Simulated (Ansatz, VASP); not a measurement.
## Rh (Rhodium) in two plane-wave programs

Aim: how closely do two programs agree when they are given the same cell, functional and k mesh? The cell is taken from a series of VASP runs on this material, whose earlier steps may have relaxed, scaled or displaced it; both programs get it as it stands. Valence electrons are named where the data sets of a main pair hold unlike numbers.

Main program and level: Ansatz 0.2.0; plane waves, with VASP 6.6.1 beside it; relaxation of cell and atoms at PBE.

## Step 1: The structure

Symmetry: Fm-3m, No. 225, cubic system. Conventional cell: a = 3.803 Å, b = 3.803 Å, c = 3.803 Å, α = 90.00°, β = 90.00°, γ = 90.00°. Nearest to Rh lie 12 Rh at 2.69 Å.

Coordinates:

```
Rh
1.0
     0.00000    1.90155    1.90155
     1.90155    0.00000    1.90155
     1.90155    1.90155    0.00000
Rh
1
Direct
  0.00000 0.00000 0.00000
```

## Step 2: VASP: relaxation of cell and atoms, PBE

The relaxed volume is the usual yardstick between codes: in a stiff, nearly cubic crystal its relative difference is about their pressure difference at one cell divided by the bulk modulus.

Lines of VASP's logs that name or quote its potential files are left out, and so is its time.

Contents of INCAR:

```
SYSTEM = Rh
PREC = Accurate
ENCUT = 450
EDIFF = 1E-06
NELM = 100
ISMEAR = 1
SIGMA = 0.1
LREAL = .FALSE.
ALGO = Normal
GGA = PE
LORBIT = 11
LWAVE = .FALSE.
LCHARG = .FALSE.
KPAR = 2
IBRION = 2
NSW = 50
ISIF = 3
EDIFFG = -0.01
```

Contents of POSCAR:

```
Rh
1.0
    0.0000000000      1.9015500000      1.9015500000
    1.9015500000      0.0000000000      1.9015500000
    1.9015500000      1.9015500000      0.0000000000
Rh
1
Direct
    0.0000000000      0.0000000000      0.0000000000
```

Contents of KPOINTS:

```
Automatic mesh
0
Gamma
12 12 12
0 0 0
```

Potentials, in the order of the species: Rh_pv (PBE family, release 64).

On the command line:

```
> mpirun -np 2 vasp_std
```

Numbers of over 12 decimals in the logs are rounded to 6 here.

The log of the run:

```text
[banner, memory and clock lines left out]
running    2 mpi-ranks, on    1 nodes
 distrk:  each k-point on    1 cores,    2 groups
 distr:  one band on    1 cores,    1 groups

 POSCAR found type information on POSCAR Rh
 POSCAR found :  1 types and       1 ions
 LDA part: xc-table for (Slater+PW92), standard interpolation
 POSCAR, INCAR and KPOINTS ok, starting setup
 FFT: planning ... GRIDC
 FFT: planning ... GRID_SOFT
 FFT: planning ... GRID
 WAVECAR not read
 entering main loop
       N       E                     dE             d eps       ncg     rms          rms(c)
DAV:   1     0.106712957159E+03    0.10671E+03   -0.87123E+03  1590   0.132E+03
DAV:   2    -0.632934897166E+01   -0.11304E+03   -0.10806E+03  1644   0.368E+02
DAV:   3    -0.775579364744E+01   -0.14264E+01   -0.14205E+01  1803   0.469E+01
DAV:   4    -0.776415849390E+01   -0.83648E-02   -0.83643E-02  1759   0.377E+00
DAV:   5    -0.776428573020E+01   -0.12724E-03   -0.12724E-03  1793   0.431E-01    0.101E+01
DAV:   6    -0.727597486034E+01    0.48831E+00   -0.11207E+00  1641   0.159E+01    0.349E+00
DAV:   7    -0.725865288958E+01    0.17322E-01   -0.22931E-02  1785   0.199E+00    0.165E+00
DAV:   8    -0.725515938121E+01    0.34935E-02   -0.34281E-03  1626   0.932E-01    0.214E-01
DAV:   9    -0.725501870505E+01    0.14068E-03   -0.84957E-05  1863   0.150E-01    0.119E-02
DAV:  10    -0.725501991781E+01   -0.12128E-05   -0.32417E-06  1690   0.274E-02    0.230E-03
DAV:  11    -0.725502004667E+01   -0.12886E-06   -0.25470E-07   936   0.782E-03
   1 F= -.72550200E+01 E0= -.72551124E+01  d E =-.725502E+01
 curvature:   0.00 expect dE= 0.000E+00 dE for cont linesearch  0.000E+00
 trial: gam= 0.00000 g(F)=  0.310E-63 g(S)=  0.306E-01 ort = 0.000E+00 (trialstep = 0.100E+01)
 search vector abs. value=  0.306E-01
 bond charge predicted
       N       E                     dE             d eps       ncg     rms          rms(c)
DAV:   1    -0.865642197817E+01   -0.14014E+01   -0.20457E+01  1638   0.757E+01    0.835E+00
DAV:   2    -0.722900112421E+01    0.14274E+01   -0.37370E+00  1620   0.283E+01    0.257E+00
DAV:   3    -0.723129085604E+01   -0.22897E-02   -0.22565E-02  1692   0.174E+00    0.151E+00
DAV:   4    -0.723530340685E+01   -0.40126E-02   -0.77592E-03  1695   0.116E+00    0.176E-01
DAV:   5    -0.723556401131E+01   -0.26060E-03   -0.25270E-04  1787   0.196E-01    0.651E-02
DAV:   6    -0.723553615243E+01    0.27859E-04   -0.18787E-05  1659   0.660E-02    0.549E-03
DAV:   7    -0.723553536337E+01    0.78906E-06   -0.76082E-07  1098   0.128E-02
   2 F= -.72355354E+01 E0= -.72357924E+01  d E =0.194847E-01
 trial-energy change:    0.019485  1 .order    0.018118   -0.030634    0.066870
 step:   0.2966(harm=  0.3142)  dis= 0.00000  next Energy=    -7.259528 (dE=-0.451E-02)
 bond charge predicted
       N       E                     dE             d eps       ncg     rms          rms(c)
DAV:   1    -0.792462569130E+01   -0.68909E+00   -0.96370E+00  1638   0.503E+01    0.622E+00
DAV:   2    -0.726342049172E+01    0.66121E+00   -0.16140E+00  1629   0.193E+01    0.956E-01
DAV:   3    -0.725791671857E+01    0.55038E-02   -0.20497E-02  1695   0.192E+00    0.589E-01
DAV:   4    -0.725932791847E+01   -0.14112E-02   -0.38811E-03  1680   0.840E-01    0.721E-02
DAV:   5    -0.725944369607E+01   -0.11578E-03   -0.97440E-05  1818   0.130E-01    0.240E-02
DAV:   6    -0.725941107681E+01    0.32619E-04   -0.73293E-06  1650   0.412E-02    0.199E-03
DAV:   7    -0.725941116838E+01   -0.91577E-07   -0.97731E-08   957   0.451E-03
   3 F= -.72594112E+01 E0= -.72595488E+01  d E =-.439112E-02
 curvature:  -0.16 expect dE=-0.345E-06 dE for cont linesearch -0.345E-06
 trial: gam= 0.00000 g(F)=  0.394E-67 g(S)=  0.220E-05 ort =-0.259E-03 (trialstep = 0.859E+00)
 search vector abs. value=  0.220E-05
 reached required accuracy - stopping structural energy minimisation
```

From OUTCAR (step 2):

```text
ion  position               nearest neighbor table
   1  0.000  0.000  0.000-

  LATTYP: Found a face centered cubic cell.
 ALAT       =     3.8031000000

 Subroutine GETGRP returns: Found 48 space group operations
 (whereof 48 operations were pure point group operations)

The static configuration has the point symmetry O_h .

 Found     72 irreducible k-points:

   k-points           NKPTS =     72   k-points in BZ     NKDIM =     72   number of bands    NBANDS=     11

   dimension x,y,z NGX =    20 NGY =   20 NGZ =   20
   dimension x,y,z NGXF=    40 NGYF=   40 NGZF=   40

   ENCUT  =  450.0 eV  33.07 Ry    5.75 a.u.   4.65  4.65  4.65*2*pi/ulx,y,z

   NELECT =      15.0000    total number of electrons

 k-points in reciprocal lattice and weights: Automatic mesh
   0.00000000  0.00000000  0.00000000       0.001
   0.08333333  0.00000000  0.00000000       0.005
   0.16666667  0.00000000  0.00000000       0.005
   0.25000000  0.00000000  0.00000000       0.005
   0.33333333  0.00000000  0.00000000       0.005
   0.41666667  0.00000000  0.00000000       0.005
   0.50000000  0.00000000  0.00000000       0.002
   0.08333333  0.08333333  0.00000000       0.003
   0.16666667  0.08333333  0.00000000       0.014
[...]
-0.33333333  0.50000000  0.16666667       0.007
  -0.25000000  0.50000000  0.25000000       0.003

 average (electrostatic) potential at core
       1 -71.1209

 E-fermi :  11.5730

 k-point     1 :       0.0000    0.0000    0.0000
  band No.  band energies     occupation
    ...
      5       8.5427      2.00000
      6       8.5427      2.00000
      7       8.5427      2.00000
      8      10.5666      2.00000
      9      10.5666      2.00000
     10      27.5529      0.00000
     11      32.0924      0.00000

 k-point     2 :       0.0833    0.0000    0.0000
  band No.  band energies     occupation
    ...
      5       8.4286      2.00000
      6       8.6454      2.00000
      7       8.6454      2.00000
      8      10.5124      2.00000
      9      10.5124      2.00000
     10      27.9305      0.00000
     11      31.5114      0.00000

 k-point     3 :       0.1667    0.0000    0.0000
  band No.  band energies     occupation
    ...
      5       8.2251      2.00000
      6       8.8535      2.00000
      7       8.8535      2.00000
      8      10.4673      2.00000
      9      10.4673      2.00000
     10      28.6563      0.00000
     11      29.2044      0.00000

  Total       -0.0038973     -0.0038973     -0.0038973      0.0000000     -0.0000000      0.0000000
  in kB       -0.4452151     -0.4452151     -0.4452151      0.0000000     -0.0000000      0.0000000
  external PRESSURE =      -0.4452151 kB  Pullay stress =       0.0000000 kB

  energy-cutoff  :      450.00
  volume of cell :       14.03
      direct lattice vectors                 reciprocal lattice vectors
    -0.000000000  1.914069323  1.914069323    -0.261223559  0.261223559  0.261223559
     1.914069323  0.000000000  1.914069323     0.261223559 -0.261223559  0.261223559
     1.914069323  1.914069323 -0.000000000     0.261223559  0.261223559 -0.261223559

 POSITION                                       TOTAL-FORCE (eV/Angst)
 -----------------------------------------------------------------------------------
      0.00000      0.00000      0.00000         0.000000      0.000000      0.000000
 -----------------------------------------------------------------------------------
    total drift:                               -0.000000     -0.000000     -0.000000

  FREE ENERGIE OF THE ION-ELECTRON SYSTEM (eV)
  ---------------------------------------------------
  free  energy   TOTEN  =        -7.2594111684 eV

  energy  without entropy=       -7.2598239804  energy(sigma->0) =       -7.25954877

 reached required accuracy - stopping structural energy minimisation

 total charge
# of ion       s       p       d       tot
------------------------------------------
    1        0.407   6.291   7.051  13.748

[... 3 further parts left out ...]
```

This run has no spin polarisation. Its electron count is odd, so without a moment it is a metal by construction. The run keeps the 48 symmetry operations of its start, so it cannot find a distortion of lower symmetry.

## Step 3: Ansatz: relaxation of cell and atoms, PBE

Ansatz runs on its default PAW (the set named soft_2) files.

The same cell, functional, mesh and smearing now go to Ansatz, which takes its cutoff from its data sets.

Contents of input.yaml:

```yaml
crystal:
  lattice:
    - [0.0, 1.90155, 1.90155]
    - [1.90155, 0.0, 1.90155]
    - [1.90155, 1.90155, 0.0]
  atoms:
    - { symbol: Rh, position: [0.0, 0.0, 0.0] }
hamiltonian:
  xc: pbe
  pseudopotentials: { kind: paw }
kpoints:
  mp_grid: { grid: [12, 12, 12] }
scf:
  occupations: { method: methfessel_paxton, width: 0.1 }
relax:
  f_tol: 0.01
  max_steps: 60
  cell: { stress_tol: 0.05 }
output:
  forces: true
  stress: true
```

On the command line:

```
> ansatz run input.yaml --threads 4 --pin off --max-ram 9216MiB --backend cpu --events-out ev --progress --plain --runs-dir out
```

The log of the run:

```text
Engine: ansatz 0.2.0, aarch64-unknown-linux-gnu
Pseudopotentials: kind: paw
Pseudopotential: Rh, paw, valence charge 17, recommended cutoff 420 eV (normal), Rh.paw.azcp
Functional definition: PBE
  parameter kappa = 0.804
  parameter beta = 0.066725
  exchange = pbe_x(kappa = kappa, mu = beta*pi^2/3)
  correlation = pbe_c(beta = beta)
Crystal: 1 atoms, lattice volume = 13.752 Å³
Basis set: ecut = 420 eV, 283 PW (Γ), exchange–correlation on 36×36×36 points (8 copies of the dense FFT grid, shifted against one another)
Bands: 13, of which v1, the nominal top of the filled ones, is band 9 counted from 1 (8 counted from 0)
Symmetry: 48 space group operations
Space group: Fm-3m (ITA 225), of the structure as read, at distance tolerance 2.4e-5 Å
k-points: 72 of 1728
Non-local potential: Rh, projectors of the file, l = 0: 3, l = 1: 2, l = 2: 2, l = 3: 1
PAW form: soft (Blöchl's): semilocal exchange-correlation on the pseudo side does not see the compensation charge
PAW one-centre angular grid: Rh, 590 points (default); XC on 64 Gauss nodes
Initial density: superposition of atomic densities (neutral atoms: chi_scale 0, normalization atom), corrected by the library's trained network
Initial wavefunctions: pseudopotential atomic-orbital guess
Functional: x = pbe(κ = 0.804, μ = 0.219515), c = pbe(β = 0.066725)
SCF iter   1: F=—  HF=-6402.886650 eV  |F-HF|=—  |Δ(HF+E_count)|=         —  Δρ=2.77e-3  dr2=1.86e-4  ethr=1.77e-3  ⟨swp⟩=4.9  Hψ=5155  notcnv=0
preconditioner: auto → none  [insulator: Δε(μ)=0.112 eV  Ē_g=13.981 eV  σ=0.100 eV  W_gap=0.55  n_scr=0 (ndim 8)  ℏωp=30.0 eV  f_vac=0.000  D(μ)=1.06/eV (n_scr^D=14)  ε∞_Penn≈5.6]
SCF iter   2: F=—  HF=-6402.886758 eV  |F-HF|=—  |Δ(HF+E_count)|=   1.08e-4  S|Δr|=    0.00e0  Δρ=1.41e-3  dr2=4.34e-5  ethr=1.10e-6  ⟨swp⟩=2.6  Hψ=2192  notcnv=0
SCF iter   3: F=—  HF=-6402.886804 eV  |F-HF|=—  |Δ(HF+E_count)|=   4.61e-5  S|Δr|=    0.00e0  Δρ=1.99e-4  dr2=2.09e-6  ethr=2.55e-7  ⟨swp⟩=2.4  Hψ=1339  notcnv=0
SCF iter   4: F=—  HF=-6402.886804 eV  |F-HF|=—  |Δ(HF+E_count)|=   9.57e-8  S|Δr|=    0.00e0  Δρ=7.40e-5  dr2=3.45e-7  ethr=1.23e-8  ⟨swp⟩=2.0  Hψ=1542  notcnv=0
SCF iter   5: F=-6402.886804 eV  HF=-6402.886804 eV  |F-HF|=9.84e-9  |Δ(HF+E_count)|=   3.08e-8  S|Δr|=    0.00e0  Δρ=1.52e-5  dr2=1.66e-8  ethr=5.88e-10  ⟨swp⟩=4.0  Hψ=3084  notcnv=0
SCF 1 converged in 5 iterations: F = -6402.886804 eV  dr2 = 1.66e-8
  greatest PAW one-centre occupation: 1.000 electrons in one spin orbital (limit 2), on the Rh atom at site 0 (counted from 0), in its partial waves of l = 0
relax step   1: F+E_penalty+E_count = -6402.88680403 eV  Δ(F+E_penalty+E_count) = +0.000e0 eV  max|allowed force component| = 0.000e0 eV/Å  Δτ_max = 0.0000 Å  P = +5.490 GPa  Ω = 13.752 Å³  (5 SCF iters, dr2 threshold 1.00e-7 eV, accepted)
[...]
relax step   2: F+E_penalty+E_count = -6402.88841718 eV  Δ(F+E_penalty+E_count) = -1.613e-3 eV  max|allowed force component| = 0.000e0 eV/Å  Δτ_max = 0.0000 Å  P = -3.888 GPa  Ω = 14.253 Å³  energy of the carried Pulay correction = -3.566e-4 eV  (5 SCF iters, dr2 threshold 1.00e-7 eV, accepted)
[...]
relax step   3: F+E_penalty+E_count = -6402.89128944 eV  Δ(F+E_penalty+E_count) = -2.872e-3 eV  max|allowed force component| = 0.000e0 eV/Å  Δτ_max = 0.0000 Å  P = -0.167 GPa  Ω = 14.041 Å³  energy of the carried Pulay correction = -2.072e-4 eV  (4 SCF iters, dr2 threshold 1.00e-7 eV, accepted)
[...]
relax step   4: F+E_penalty+E_count = -6402.89130087 eV  Δ(F+E_penalty+E_count) = -1.144e-5 eV  max|allowed force component| = 0.000e0 eV/Å  Δτ_max = 0.0000 Å  P = +0.006 GPa  Ω = 14.031 Å³  energy of the carried Pulay correction = -2.006e-4 eV  (3 SCF iters, dr2 threshold 7.00e-8 eV, accepted)
[...]
relax step   5: F+E_penalty+E_count = -6402.89150661 eV  Δ(F+E_penalty+E_count) = -2.057e-4 eV  max|allowed force component| = 0.000e0 eV/Å  Δτ_max = 0.0000 Å  P = -0.000 GPa  Ω = 14.031 Å³  stress off target by 2.90e-4 GPa  SCF on the basis re-selected at this cell (its energy is not comparable with the rows above)  (5 SCF iters)
basis re-selected at this cell: Δ(F+E_penalty+E_count) = -2.057e-4 eV, ΔP = -0.006 GPa vs the last step (what re-selecting the basis moved, of the pressure what is left beyond the Pulay correction that the steps carried, after the strain that the cell walked since its last selection, with what the two solves' SCF thresholds leave and, on support functions, any second-order correction that the steps lacked; it is no measure of the basis error at this ecutwfc). The dense FFT grid was sized anew with the basis: this SCF ran on 20×20×20 points, the steps before it on 18×18×18, so part of this shift can come from that change (see relax.cell in the input reference). [rest of the remark cut]
SCF converged after 5 iterations
Stability not checked: this state was not tested for a lower state beside it, because cold or Methfessel-Paxton smearing, or corrected tetrahedra, fill the levels in a way that the test cannot read (fill_not_monotonic; see scf.lower_state_search)
Free energy (F): -6402.891507 eV
Harris-Foulkes:  -6402.891507 eV  (|F-HF|=9.09e-13)
Internal energy: -6402.891903 eV  (E = F + TS)
E sigma→0 (E₀):  -6402.891606 eV
Entropy (-TS):   0.000396 eV (0.396 meV/atom)
Fermi energy:    21.846072 eV
--- Per-component energies (eV) ---
  E_band       = -94.037839
  E_kinetic    = 572.710206
  E_local      = -1587.661635  (includes V_loc(G=0)·N_el)
  E_nonlocal   = 354.406045
  E_hartree    = 557.909215
  E_xc         = -221.775184
  E_vxc        = -278.402041  (∫ρ·V_xc dr)
  E_paw        = -3586.789809  (= ΣΔE_a)
  E_vpaw       = -270.909734  (= ΣTr[D̂ρ^β])
  E_aug_tail   = 0.000882  (compensation charges beyond the density's cutoff)
  E_ewald      = -2491.691621
  E_smearing   = 0.000396  (= −TS)
  E_closure    = 0.000000  (closes the sum)
  Σ components = -6402.891507   (vs F -6402.891507, Δ=0.00e0)
--- Forces (eV/Å), atoms counted from 1 ---
  atom   1  Rh    -0.00000000    -0.00000000     0.00000000
  max |Σ_I F_I| component: 2.88e-32 eV/Å
--- Stress (GPa, compression-positive) ---
       -0.000290      -0.000000      -0.000000
       -0.000000      -0.000290      -0.000000
       -0.000000      -0.000000      -0.000290
  P = ⅓ Tr σ = -0.0003 GPa (-0.003 kbar)
--- Relaxed structure (4 steps of the walk, 4 accepted, 1 SCFs on fresh bases) ---
  F+E_penalty+E_count = -6402.89150661 eV   max|allowed force component| = 0.000e0 eV/Å   (the final SCF, on the basis selected at the relaxed cell)
  cell:  # Å, volume = 14.0312 Å³
    - [0, 1.914351, 1.914351]
    - [1.914351, 0, 1.914351]
    - [1.914351, 1.914351, 0]
  atoms:
    - { symbol: Rh, position: [0.0, 0.0, 0.0] }
```

Run time: 1 s. Hardware: 4 threads of Arm Neoverse V2, shared host; peak memory 0.27 GiB; 3 s of CPU time.

## Step 4: Comparison

Known differences besides the potentials themselves: both relaxations stop at a tolerance, which leaves soft axes loose, and VASP keeps its plane-wave basis; the data sets hold 17 valence electrons in Ansatz (on its default PAW (the set named soft_2) files) and 15 in VASP; the cutoff is 420 eV in Ansatz and 450 eV in VASP; VASP leaves aspherical gradient terms in its spheres out (LASPH is not set), Ansatz keeps them; Ansatz adds a Pulay correction to the stress that steers its cell, VASP none. Total energies have different zeros and are not compared.

The two programs side by side:

| quantity | Ansatz | VASP | difference |
| --- | --- | --- | --- |
| volume (Å³) | 14.03 | 14.03 | +0.04 % |
| edge a after relaxation, in the typed setting (Å) | 2.707 | 2.707 | +0.01 % |

The walks stopped with 0.00 GPa left in Ansatz and -0.04 GPa in VASP; each walk ends within a tolerance, so the volume difference is uncertain by about these residues over the bulk modulus, most in soft cells.

## Step 5: Summary of results

```json
{"difference in volume (relaxation of cell and atoms, PBE)": "0.044 %"}
```

What this shows: The difference in volume is 0.044 % (relaxation of cell and atoms, PBE), within the 1.2 % picked in this series as the mark of a large difference, as far as the stopping tolerances let one tell. The data sets hold unlike numbers of valence electrons (17 in Ansatz and 15 in VASP), so part of the differences comes from the potentials. Such differences can come from data sets, numerical settings and the points named under the comparisons, not from the functional's error against experiment.

[Lines on the potential files, build, host, timing and source positions are cut from VASP's logs without a mark.]

[Logs are printed without paths, hosts, clocks, repeated set-up lines and the standing remarks that a program may print on its own settings, such as how far it seeks lower states.]

[Hosts, paths, dates, database ids (printed as entryN), source tags and the programs' standing remarks are cut or masked in the printed files.]
